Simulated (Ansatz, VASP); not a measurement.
# ZnS (Wurtzite-2H): VASP beside Ansatz, part 2 of 3

One calculation is typed for both programs; each brings its own data sets. How far apart do they land? The cell is taken from a series of runs on this material, whose earlier steps may have relaxed, scaled, displaced or heated it; both programs get it as it stands.

VASP 6.6.1 and Ansatz 0.2.0.

So far: Set-up; VASP: zone-centre phonons, LDA.

**2. VASP: zone-centre phonons, LDA (continued)**

Level of this step: LDA; plane waves and PAW (S, Zn) (VASP).

OUTCAR, selected parts (step 2):

```text
ion  position               nearest neighbor table
   1  0.333  0.667  0.378-   4 2.28   4 2.28   4 2.28   3 2.29
   2  0.667  0.333  0.878-   3 2.28   3 2.28   3 2.28   4 2.29
   3  0.333  0.667  0.007-   2 2.28   2 2.28   2 2.28   1 2.29
   4  0.667  0.333  0.507-   1 2.28   1 2.28   1 2.28   2 2.29

  LATTYP: Found a hexagonal cell.
 ALAT       =     3.7007763301
 C/A-ratio  =     1.6702980272

 Subroutine GETGRP returns: Found 12 space group operations
 (whereof  6 operations were pure point group operations)

The static configuration has the point symmetry C_3v.
 The point group associated with its full space group is C_6v.

 Found     95 irreducible k-points:

   k-points           NKPTS =     95   k-points in BZ     NKDIM =     95   number of bands    NBANDS=     24

   dimension x,y,z NGX =    28 NGY =   28 NGZ =   48
   dimension x,y,z NGXF=    56 NGYF=   56 NGZF=   96

   ENCUT  =  500.0 eV  36.75 Ry    6.06 a.u.   6.75  6.75 11.27*2*pi/ulx,y,z

   NELECT =      36.0000    total number of electrons

 k-points in reciprocal lattice and weights: Automatic mesh
   0.00000000  0.00000000  0.00000000       0.001
   0.08333333  0.00000000  0.00000000       0.005
   0.16666667 -0.00000000  0.00000000       0.005
   0.25000000  0.00000000  0.00000000       0.005
   0.33333333  0.00000000  0.00000000       0.005
   0.41666667  0.00000000  0.00000000       0.005
   0.50000000  0.00000000  0.00000000       0.003
   0.08333333  0.08333333  0.00000000       0.005
   0.16666667  0.08333333  0.00000000       0.010
[...]
-1.850388165  3.204966316  0.000000000     0.000000000  0.312015760  0.000000000
     0.000000000  0.000000000  6.181399403     0.000000000  0.000000000  0.161775665

 POSITION                                       TOTAL-FORCE (eV/Angst)
 -----------------------------------------------------------------------------------
      0.00000      2.13664      2.33530        -0.000000     -0.000000      0.000082
      1.85039      1.06832      5.42600         0.000000      0.000000      0.000082
      0.00000      2.13664      0.04453         0.000000     -0.000000     -0.000082
      1.85039      1.06832      3.13523         0.000000     -0.000000     -0.000082
 -----------------------------------------------------------------------------------
    total drift:                               -0.000001     -0.000001     -0.003434

 MACROSCOPIC STATIC DIELECTRIC TENSOR (including local field effects in DFT)
 ------------------------------------------------------
           5.990304     0.000000     0.000000
           0.000000     5.990304     0.000000
          -0.000000     0.000000     6.202012
 ------------------------------------------------------

 PIEZOELECTRIC TENSOR (including local field effects)  for field in x, y, z        (C/m^2)
          XX          YY          ZZ          XY          YZ          ZX
  --------------------------------------------------------------------------------
  x     0.00000     0.00000     0.00000    -0.00000     0.00000     0.38658
  y     0.00000     0.00000     0.00000     0.00000     0.38658     0.00000
  z     0.34514     0.34514    -0.73231     0.00000     0.00000     0.00000

 BORN EFFECTIVE CHARGES (including local field effects) (in |e|, cummulative output)
 ---------------------------------------------------------------------------------
 ion    1
    1    -1.81505    -0.00000     0.00000
    2    -0.00000    -1.81505    -0.00000
    3     0.00000     0.00000    -1.95260
 ion    2
    1    -1.81505    -0.00000    -0.00000
    2    -0.00000    -1.81505     0.00000
    3    -0.00000    -0.00000    -1.95260
 ion    3
    1     1.81505     0.00000     0.00000
    2     0.00000     1.81505    -0.00000
    3     0.00000    -0.00000     1.95260
 ion    4
    1     1.81505     0.00000     0.00000
    2     0.00000     1.81505     0.00000
    3     0.00000     0.00000     1.95260

 Eigenvectors and eigenvalues of the dynamical matrix
 ----------------------------------------------------

   1 f  =   10.600220 THz    66.603147 2PiTHz  353.585281 cm-1    43.838968 meV
             X         Y         Z           dx          dy          dz
      0.000000  2.136644  2.335304    -0.000000    0.000000    0.695044
      1.850388  1.068322  5.426004    -0.000000   -0.000000   -0.695044
      0.000000  2.136644  0.044534     0.000000   -0.000000   -0.130054
      1.850388  1.068322  3.135234     0.000000   -0.000000    0.130054

   2 f  =    9.202000 THz    57.817870 2PiTHz  306.945675 cm-1    38.056396 meV
             X         Y         Z           dx          dy          dz
      0.000000  2.136644  2.335304    -0.388086   -0.466503    0.000000
      1.850388  1.068322  5.426004     0.388086    0.466503    0.000000
      0.000000  2.136644  0.044534    -0.232148   -0.279056    0.000000
      1.850388  1.068322  3.135234     0.232148    0.279056   -0.000000

   3 f  =    9.202000 THz    57.817870 2PiTHz  306.945675 cm-1    38.056396 meV
             X         Y         Z           dx          dy          dz
      0.000000  2.136644  2.335304    -0.466503    0.388086   -0.000000
      1.850388  1.068322  5.426004     0.466503   -0.388086   -0.000000
      0.000000  2.136644  0.044534    -0.279056    0.232148    0.000000
      1.850388  1.068322  3.135234     0.279056   -0.232148    0.000000

   4 f  =    9.046601 THz    56.841469 2PiTHz  301.762118 cm-1    37.413717 meV
             X         Y         Z           dx          dy          dz
      0.000000  2.136644  2.335304     0.370377    0.445217   -0.000000
      1.850388  1.068322  5.426004     0.370377    0.445217   -0.000000
      0.000000  2.136644  0.044534    -0.259468   -0.311897   -0.000000
      1.850388  1.068322  3.135234    -0.259468   -0.311897    0.000000

   5 f  =    9.046601 THz    56.841469 2PiTHz  301.762118 cm-1    37.413717 meV
             X         Y         Z           dx          dy          dz
      0.000000  2.136644  2.335304    -0.445217    0.370377   -0.000000
      1.850388  1.068322  5.426004    -0.445217    0.370377   -0.000000
      0.000000  2.136644  0.044534     0.311897   -0.259468    0.000000
      1.850388  1.068322  3.135234     0.311897   -0.259468    0.000000

   6 f  =    8.913924 THz    56.007835 2PiTHz  297.336495 cm-1    36.865010 meV
             X         Y         Z           dx          dy          dz
      0.000000  2.136644  2.335304    -0.000000    0.000000    0.579105
      1.850388  1.068322  5.426004     0.000000   -0.000000    0.579105
      0.000000  2.136644  0.044534     0.000000   -0.000000   -0.405756
      1.850388  1.068322  3.135234     0.000000   -0.000000   -0.405756

   7 f  =    6.145010 THz    38.610234 2PiTHz  204.975457 cm-1    25.413706 meV
             X         Y         Z           dx          dy          dz
      0.000000  2.136644  2.335304    -0.000000    0.000000   -0.130054
      1.850388  1.068322  5.426004     0.000000   -0.000000    0.130054
      0.000000  2.136644  0.044534    -0.000000    0.000000   -0.695044
      1.850388  1.068322  3.135234    -0.000000    0.000000    0.695044

   8 f  =    2.096358 THz    13.171808 2PiTHz   69.926986 cm-1     8.669837 meV
             X         Y         Z           dx          dy          dz
      0.000000  2.136644  2.335304     0.232101    0.279095    0.000000
      1.850388  1.068322  5.426004    -0.232101   -0.279095    0.000000
      0.000000  2.136644  0.044534    -0.388007   -0.466568    0.000000
      1.850388  1.068322  3.135234     0.388007    0.466568    0.000000

   9 f  =    2.096358 THz    13.171808 2PiTHz   69.926986 cm-1     8.669837 meV
             X         Y         Z           dx          dy          dz
      0.000000  2.136644  2.335304    -0.279095    0.232101   -0.000000
      1.850388  1.068322  5.426004     0.279095   -0.232101   -0.000000
      0.000000  2.136644  0.044534     0.466568   -0.388007   -0.000000
      1.850388  1.068322  3.135234    -0.466568    0.388007   -0.000000

  10 f/i=    0.001688 THz     0.010609 2PiTHz    0.056321 cm-1     0.006983 meV
             X         Y         Z           dx          dy          dz
      0.000000  2.136644  2.335304     0.182553   -0.362322   -0.000000
      1.850388  1.068322  5.426004     0.182553   -0.362322   -0.000000
      0.000000  2.136644  0.044534     0.260585   -0.517197   -0.000000
      1.850388  1.068322  3.135234     0.260585   -0.517197   -0.000000

  11 f/i=    0.001688 THz     0.010609 2PiTHz    0.056321 cm-1     0.006983 meV
             X         Y         Z           dx          dy          dz
      0.000000  2.136644  2.335304    -0.362322   -0.182553   -0.000000
      1.850388  1.068322  5.426004    -0.362322   -0.182553   -0.000000
      0.000000  2.136644  0.044534    -0.517197   -0.260585   -0.000000
      1.850388  1.068322  3.135234    -0.517197   -0.260585   -0.000000

  12 f/i=    0.002326 THz     0.014617 2PiTHz    0.077601 cm-1     0.009621 meV
             X         Y         Z           dx          dy          dz
      0.000000  2.136644  2.335304     0.000000    0.000000   -0.405756
      1.850388  1.068322  5.426004     0.000000    0.000000   -0.405756
      0.000000  2.136644  0.044534     0.000000    0.000000   -0.579105
      1.850388  1.068322  3.135234     0.000000    0.000000   -0.579105

 MACROSCOPIC STATIC DIELECTRIC TENSOR IONIC CONTRIBUTION
 ------------------------------------------------------
           2.256795     0.000000    -0.000000
           0.000000     2.256795     0.000000
          -0.000000     0.000000     2.690001
 ------------------------------------------------------

 ELASTIC MODULI CONTR FROM IONIC RELAXATION (kBar)
 Direction    XX          YY          ZZ          XY          YZ          ZX
 --------------------------------------------------------------------------------
 XX        -421.7261    150.1277    217.5160     -0.0000      0.0000      0.0000
 YY         150.1277   -421.7261    217.5160     -0.0000      0.0000      0.0000
 ZZ         217.5160    217.5160   -348.4058      0.0000      0.0000     -0.0000
 XY          -0.0000     -0.0000      0.0000   -285.9269     -0.0000     -0.0000
 YZ          -0.0000     -0.0000      0.0000      0.0000   -115.6739     -0.0000
 ZX           0.0000      0.0000     -0.0000     -0.0000     -0.0000   -132.3140
 --------------------------------------------------------------------------------

 PIEZOELECTRIC TENSOR IONIC CONTR  for field in x, y, z        (C/m^2)
          XX          YY          ZZ          XY          YZ          ZX
  --------------------------------------------------------------------------------
  x     0.00000     0.00000    -0.00000    -0.00000    -0.00000    -0.51419
  y     0.00000    -0.00000     0.00000     0.00000    -0.48077    -0.00000
  z    -0.56872    -0.56872     0.91094    -0.00000    -0.00000     0.00000
```

Energies printed during the response cycles are not total energies of the cell. The dielectric response converges more slowly with the mesh than energies do, so tensor and charges may still move on a finer one.

(Continued in part 3 of 3.)

[Lines on the potential files, build, host, timing and source positions are cut from VASP's logs without a mark.]

[Logs are printed without paths, hosts, clocks, repeated set-up lines and the standing remarks that a program may print on its own settings, such as how far it seeks lower states.]

[Hosts, paths, dates, database ids (printed as entryN), source tags and the programs' standing remarks are cut or masked in the printed files.]
